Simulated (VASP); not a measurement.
Data:

```
ZrS2
1.0
    1.83373    -3.17612     0.00000
    1.83373     3.17612     0.00000
    0.00000     0.00000     6.30425
Zr S
1 2
Cartesian
  0.00000   0.00000   0.00000
  1.83373   1.05871   1.45493
  1.83373  -1.05871   4.84932
```

Calculation: revTPSS meta-GGA, VASP's PBE PAW potentials (set 64) (plane waves; VASP). Run with 520 eV cut-off, 8×8×4 Γ-centred mesh, tetrahedra with Blöchl corrections, potentials Zr_sv S.

Without a dispersion term in the relaxation, distances and binding between the weakly bound layers, chains or molecules are unreliable, and so is what depends on them.

Q: Estimate the energy per atom (σ→0), band gap (over mesh and band path) with the smallest direct gap where there is one.

A: 
```yaml
band gap (over mesh and band path): 1.10 eV
smallest direct gap (over mesh and band path): 1.76 eV
energy per atom (σ→0): -4.285 eV/atom
```

Only differences to runs with the same potentials and settings are physical.

The compound is ZrS2 in the 1T layered structure. It was relaxed first, which changed the volume by +9 %.
